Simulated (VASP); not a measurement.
# AsP (R3m) in VASP: single point with LDA

Aim: the single point of AsP with LDA.

Everything below comes from runs of VASP 6.6.1. Logs are shortened: lines on timing, memory, paths and dates and some standing lists are left out, and cuts for length are marked.

### Step 1. The cell of the first run

The structure is trigonal, space group R3m (No. 160). The conventional cell has a = 3.685 Å, b = 3.685 Å, c = 9.979 Å, α = 90.00°, β = 90.00°, γ = 120.00°. Around P (site symmetry 3m) lie 3 As at 2.45 Å. Around As (site symmetry 3m) lie 3 P at 2.45 Å.

The cell comes from a database or a generator and needn't be the stable form of this composition.

### Step 2. Single point, LDA (the relaxed cell repeated 8 times, on the trajectory's mesh)

Input file INCAR:

```
SYSTEM = AsP
PREC     = Accurate       ! precision mode
ENCUT    = 520            ! plane-wave cutoff, eV
EDIFF    = 1E-6           ! SCF threshold, eV
ISMEAR   = 0              ! smearing method
SIGMA    = 0.1            ! smearing width, eV
LREAL    = Auto         
LASPH    = .True.         ! aspherical terms in the spheres
NELM     = 100            ! most SCF steps
ALGO     = Fast           ! electronic algorithm
ISIF     = 2              ! what is computed and relaxed
LWAVE    = .False.        ! write WAVECAR
LCHARG   = .True.         ! write CHGCAR
GGA      = CA             ! functional
LELF     = .True.         ! ELF
LVHAR    = .True.       
NBANDS   = 54             ! bands
ISYM     = 0
```

Input file KPOINTS:

```
Automatic mesh
0
Gamma
  3 3 4
  0 0 0.5
```

Input file POSCAR:

```
AsP
1.0
   -3.6852644310      6.3830652338      0.0000000000
    3.6852644310      6.3830652338      0.0000000000
    0.0000000000      4.2553768226     -6.6525492550
P As
8 8
Direct
    0.3862615000      0.3862615000      0.3412155000
    0.3862615000      0.3862615000      0.8412155000
    0.8862615000      0.3862615000      0.3412155000
    0.8862615000      0.3862615000      0.8412155000
    0.3862615000      0.8862615000      0.3412155000
    0.3862615000      0.8862615000      0.8412155000
    0.8862615000      0.8862615000      0.3412155000
    0.8862615000      0.8862615000      0.8412155000
    0.1137385000      0.1137385000      0.1587845000
    0.1137385000      0.1137385000      0.6587845000
    0.6137385000      0.1137385000      0.1587845000
    0.6137385000      0.1137385000      0.6587845000
    0.1137385000      0.6137385000      0.1587845000
    0.1137385000      0.6137385000      0.6587845000
    0.6137385000      0.6137385000      0.1587845000
    0.6137385000      0.6137385000      0.6587845000
```

Potentials or basis: VASP PAW LDA potentials, release 64 (P, As).

Launch:

```
cat potpaw_LDA.64/P/POTCAR potpaw_LDA.64/As/POTCAR > POTCAR
mpirun -np 1 vasp_std > vasp.out
```

OUTCAR:

```text
SYSTEM = AsP
   PREC = Accurate
   ENCUT = 520
   EDIFF = 1E-6
   ISMEAR = 0
   LREAL = Auto
   LASPH = .True.
   NELM = 100
   ISIF = 2
   GGA = CA
   ISYM = 0

 ion  position               nearest neighbor table
   1  0.386  0.386  0.341-  15 2.45  13 2.45  11 2.45
   2  0.386  0.386  0.841-  16 2.45  14 2.45  12 2.45
   3  0.886  0.386  0.341-  13 2.45   9 2.45  15 2.45
   4  0.886  0.386  0.841-  14 2.45  10 2.45  16 2.45
   5  0.386  0.886  0.341-  11 2.45   9 2.45  15 2.45
   6  0.386  0.886  0.841-  12 2.45  10 2.45  16 2.45
[... 8 lines left out ...]
  15  0.614  0.614  0.159-   1 2.45   3 2.45   5 2.45
  16  0.614  0.614  0.659-   2 2.45   4 2.45   6 2.45

IMPORTANT INFORMATION: All symmetrisations will be switched off!
NOSYMM: (Re-)initialisation of all symmetry stuff for point group C_1.

----------------------------------------------------------------------------------------

                                     Primitive cell

  volume of cell :     312.9796

  direct lattice vectors                    reciprocal lattice vectors
    -3.685264431  6.383065234  0.000000000    -0.135675474  0.078332272  0.050106105
     3.685264431  6.383065234  0.000000000     0.135675474  0.078332272  0.050106105
     0.000000000  4.255376823 -6.652549255     0.000000000  0.000000000 -0.150318316

  length of vectors
     7.370528862  7.370528862  7.897128813     0.164482221  0.164482221  0.150318316

  position of ions in fractional coordinates (direct lattice)
     0.386261500  0.386261500  0.341215500
     0.386261500  0.386261500  0.841215500
     0.886261500  0.386261500  0.341215500
     0.886261500  0.386261500  0.841215500
     0.386261500  0.886261500  0.341215500
     0.386261500  0.886261500  0.841215500
[... 8 lines left out ...]
     0.613738500  0.613738500  0.158784500
     0.613738500  0.613738500  0.658784500

  ion indices of the primitive-cell ions
   primitive index   ion index
                 1           1
                 2           2
                 3           3
                 4           4
                 5           5
                 6           6
[... 8 lines left out ...]
                15          15
                16          16

----------------------------------------------------------------------------------------

 KPOINTS: Automatic mesh

Automatic generation of k-mesh.
 Grid dimensions read from file:
 generate k-points for:    3    3    4

 Generating k-lattice:

  Cartesian coordinates                     Fractional coordinates (reciprocal lattice)
    -0.045225158  0.026110757  0.016702035     0.333333333  0.000000000 -0.000000000
     0.045225158  0.026110757  0.016702035     0.000000000  0.333333333 -0.000000000
     0.000000000  0.000000000 -0.037579579     0.000000000  0.000000000  0.250000000

  Length of vectors
     0.054827407  0.054827407  0.037579579

  Shift w.r.t. Gamma in fractional coordinates (k-lattice)
     0.000000000  0.000000000  0.500000000

 -----------------------------------------------------------------------------
|                                                                             |
|           W    W    AA    RRRRR   N    N  II  N    N   GGGG   !!!           |
|           W    W   A  A   R    R  NN   N  II  NN   N  G    G  !!!           |
|           W    W  A    A  R    R  N N  N  II  N N  N  G       !!!           |
|           W WW W  AAAAAA  RRRRR   N  N N  II  N  N N  G  GGG   !            |
|           WW  WW  A    A  R   R   N   NN  II  N   NN  G    G                |
|           W    W  A    A  R    R  N    N  II  N    N   GGGG   !!!           |
|                                                                             |
|     Your reciprocal lattice and k-lattice belong to different lattice       |
|     classes:                                                                |
|                                                                             |
|        The reciprocal lattice is rhombohedral (trigonal),                   |
|        whereas your k-lattice is base-centered monoclinic.                  |
|                                                                             |
|     Results are often still useful ...                                      |
|                                                                             |
 -----------------------------------------------------------------------------

 WARNING: IBZKPT: internal override: KBLOWUP is changed to .FALSE.
      ... skipping the blow-up phase ...

 Subroutine IBZKPT returns following result:
 ===========================================

 Found     18 irreducible k-points:

 Following reciprocal coordinates:
            Coordinates               Weight
  0.000000  0.000000  0.125000      2.000000
  0.333333 -0.000000  0.125000      2.000000
 -0.333333  0.000000  0.125000      2.000000
 -0.000000  0.333333  0.125000      2.000000
  0.333333  0.333333  0.125000      2.000000
 -0.333333  0.333333  0.125000      2.000000
[... 10 lines left out ...]
  0.333333 -0.333333  0.375000      2.000000
 -0.333333 -0.333333  0.375000      2.000000
   k-points           NKPTS =     18   k-points in BZ     NKDIM =     18   number of bands    NBANDS=     54
   number of dos      NEDOS =    301   number of ions     NIONS =     16
   total plane-waves  NPLWV = 188160
   dimension x,y,z NGX =    56 NGY =   56 NGZ =   60
   dimension x,y,z NGXF=   112 NGYF=  112 NGZF=  120
   ions per type =               8   8
   NGX,Y,Z   is equivalent  to a cutoff of  12.63, 12.63, 12.63 a.u.
   NGXF,Y,Z  is equivalent  to a cutoff of  25.26, 25.26, 25.26 a.u.
 SYSTEM =  AsP
   PREC   = accura    normal or accurate (medium, high low for compatibility)
   ISTART =      0    job   : 0-new  1-cont  2-samecut
   ICHARG =      2    charge: 1-file 2-atom 10-const
   ISPIN  =      1    spin polarized calculation?
   LNONCOLLINEAR =      F non collinear calculations
   LSORBIT =      F    spin-orbit coupling
   LASPH  =      T    aspherical Exc in radial PAW
   ENCUT  =  520.0 eV  38.22 Ry    6.18 a.u.  13.70 13.70 14.68*2*pi/ulx,y,z
   NELM   =    100;   NELMIN=  2; NELMDL= -5     # of ELM steps
   EDIFF  = 0.1E-05   stopping-criterion for ELM
   LREAL  =      T    real-space projection
   EDIFFG = 0.1E-04   stopping-criterion for IOM
   NSW    =      0    number of steps for IOM
   IBRION =     -1    ionic relax: 0-MD 1-quasi-New 2-CG
   NFREE  =      0    steps in history (QN), initial steepest desc. (CG)
   ISIF   =      2    stress and relaxation
   ISYM   =      0    0-nonsym 1-usesym 2-fastsym
   POTIM  = 0.5000    time-step for ionic-motion
   TEBEG  =    0.0;   TEEND  =   0.0 temperature during run
   PSTRESS=    0.0 pullay stress
   NELECT =      80.0000    total number of electrons
   NUPDOWN=      -1.0000    fix difference up-down
   EMIN   =  10.00;   EMAX   =-10.00  energy-range for DOS
   EFERMI =   0.00;   METHOD = LEGACY
   ISMEAR =     0;   SIGMA  =   0.10  broadening in eV -4-tet -1-fermi 0-gaus
   EFERMI_NEDOS =   21; number of points for ismear=-14 and -15
   IALGO  =     68    algorithm
   IMIX   =      4    mixing-type and parameters
     AMIX     =   0.40;   BMIX     =  1.00
     AMIX_MAG =   1.60;   BMIX_MAG =  1.00
  volume/ion in A,a.u.               =      19.56       132.01
  Fermi-wavevector in a.u.,A,eV,Ry     =   1.038962  1.963353 14.686688  1.079441
  Thomas-Fermi vector in A             =   2.173470
   LORBIT       =      0    0 simple, 1 ext, 2 COOP (PROOUT), +10 PAW based schemes
   GGA     = CA    functional components
   LHFCALC =     F    Hartree Fock is set to
   AEXX    =    0.0000 exact exchange contribution
   IVDW    =     0    specifies the selected vdW correction
   LEPSILON=     F    determine dielectric tensor
   LRPA    =     F    only Hartree local field effects (RPA)
 non-spin polarized calculation
 RMM-DIIS sequential band-by-band and
 Gauss-broadening in eV      SIGMA  =   0.10
  energy-cutoff  :      520.00
  volume of cell :      312.98
 maximum number of plane-waves:      8448
   NGX = 27   NGY = 27   NGZ = 29

 number of electron      79.9999998 magnetization

 Free energy of the ion-electron system (eV)
  ---------------------------------------------------
  ext. energy  EPLUGINS =         0.00000000
  ---------------------------------------------------
  free energy    TOTEN  =       -90.74399700 eV

  energy without entropy =      -90.73447886  energy(sigma->0) =      -90.73923793

 E-fermi :   6.5394     XC(G=0): -10.3440

 val. band max:        6.4825595343   @ k =  -0.0000   0.3333   0.1250
 cond. band min:       6.6006957372   @ k =  -0.3333   0.0000   0.3750
 fundamental gap:      0.1181362028
 Fermi energy:         6.5394338546

 k-point     1 :       0.0000    0.0000    0.1250
  band No.  band energies     occupation
      1      -8.7511      2.00000
      2      -7.2987      2.00000
      3      -5.9361      2.00000
      4      -5.9361      2.00000
      5      -5.9359      2.00000
      6      -5.8126      2.00000
[... 44 lines left out ...]
     51       7.5428      0.00000
     52       7.6045      0.00000

 k-point     2 :       0.3333   -0.0000    0.1250
  band No.  band energies     occupation
      1      -8.4349      2.00000
      2      -7.1063      2.00000
      3      -6.8789      2.00000
      4      -6.5744      2.00000
      5      -6.2068      2.00000
      6      -6.2068      2.00000
[... 44 lines left out ...]
     51       8.2817      0.00000
     52       8.4869      0.00000

 k-point     3 :      -0.3333    0.0000    0.1250
  band No.  band energies     occupation
      1      -8.2943      2.00000
      2      -7.3714      2.00000
      3      -7.2024      2.00000
      4      -6.1269      2.00000
      5      -6.1268      2.00000
      6      -6.1223      2.00000
[... 44 lines left out ...]
     51       8.8557      0.00000
     52       8.8578      0.00000
[... 716 lines left out ...]
 k-point    17 :       0.3333   -0.3333    0.3750
  band No.  band energies     occupation
      1      -7.7323      2.00000
      2      -7.5348      2.00000
      3      -7.4075      2.00000
      4      -6.8908      2.00000
      5      -6.6993      2.00000
      6      -6.2989      2.00000
[... 44 lines left out ...]
     51       8.9807      0.00000
     52       9.4658      0.00000

 k-point    18 :      -0.3333   -0.3333    0.3750
  band No.  band energies     occupation
      1      -8.0355      2.00000
      2      -7.6102      2.00000
      3      -7.3913      2.00000
      4      -6.3132      2.00000
      5      -6.3132      2.00000
      6      -6.0595      2.00000
[... 44 lines left out ...]
     51       9.1305      0.00000
     52       9.2480      0.00000
 [bands above 52 left out]

------------------------ aborting loop because EDIFF is reached ----------------------------------------

  FORCE on cell =-STRESS in cart. coord.  units (eV):
  Direction    XX          YY          ZZ          XY          YZ          ZX
  --------------------------------------------------------------------------------------
  -------------------------------------------------------------------------------------
  Total      -10.0619150     -9.7479889     -8.8973104     -0.0000108     -0.0063924      0.0000092
  in kB      -51.5080602    -49.9010377    -45.5463199     -0.0000553     -0.0327232      0.0000472
  external PRESSURE =     -48.9851393 kB  Pullay stress =       0.0000000 kB

 VOLUME and BASIS-vectors are now :
 -----------------------------------------------------------------------------
  energy-cutoff  :      520.00
  volume of cell :      312.98
      direct lattice vectors                 reciprocal lattice vectors
    -3.685264431  6.383065234  0.000000000    -0.135675474  0.078332272  0.050106105
     3.685264431  6.383065234  0.000000000     0.135675474  0.078332272  0.050106105
     0.000000000  4.255376823 -6.652549255     0.000000000  0.000000000 -0.150318316

 POSITION                                       TOTAL-FORCE (eV/Angst)
 -----------------------------------------------------------------------------------
      0.00000      6.38307     -2.26995        -0.000005     -0.013134      0.196034
      0.00000      8.51075     -5.59623         0.000007     -0.013145      0.196046
     -1.84263      9.57460     -2.26995        -0.000007     -0.013137      0.196053
     -1.84263     11.70229     -5.59623        -0.000007     -0.013130      0.196054
      1.84263      9.57460     -2.26995         0.000023     -0.013128      0.196045
      1.84263     11.70229     -5.59623         0.000007     -0.013144      0.196059
[... 8 lines left out ...]
      0.00000      8.51075     -1.05632        -0.000004      0.013138     -0.196052
      0.00000     10.63844     -4.38260         0.000009      0.013134     -0.196046
 -----------------------------------------------------------------------------------
    total drift:                                0.000067      0.072975     -0.011918

  FREE ENERGIE OF THE ION-ELECTRON SYSTEM (eV)
  ---------------------------------------------------
  free  energy   TOTEN  =       -90.7439969951 eV

  energy  without entropy=      -90.7344788597  energy(sigma->0) =      -90.73923793
```

Run time: 7.9 min. Hardware: 1 thread of Intel Xeon Platinum 8488C (Sapphire Rapids), shared host; peak memory 0.42 GiB.

What came out:

- Free energy: -90.7440 eV
- Pressure: -4.9 GPa
- Largest force: 0.196 eV/Å
- Band gap on the k mesh: none (metal or under the smearing width)

Forces on the atoms (eV/Å):
```
P    0.000 -0.013  0.196
P    0.000 -0.013  0.196
P    0.000 -0.013  0.196
P    0.000 -0.013  0.196
P    0.000 -0.013  0.196
P    0.000 -0.013  0.196
P    0.000 -0.013  0.196
P    0.000 -0.013  0.196
As   0.000  0.013 -0.196
As   0.000  0.013 -0.196
As   0.000  0.013 -0.196
As   0.000  0.013 -0.196
As   0.000  0.013 -0.196
As   0.000  0.013 -0.196
As   0.000  0.013 -0.196
As   0.000  0.013 -0.196
```
